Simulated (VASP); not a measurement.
Shape and ions are relaxed at each volume.

Energy against volume of TiO$_{2}$ (rutile). Calculation: PBE GGA with D4 dispersion, VASP's PBE PAW potentials (set 64) (plane waves; VASP).

```csv
V (Å³/atom),E (eV/atom)
9.851,-9.11912
10.165,-9.14142
10.480,-9.14871
10.794,-9.14344
11.108,-9.12783
```

Task: Fit a third-order Birch-Murnaghan equation of state.

Result: 
- volume per atom: 10.50 Å³/atom
- bulk modulus: 210 GPa
- pressure derivative of the bulk modulus: 5.17

The compound is TiO2 in the rutile structure. It was relaxed first.
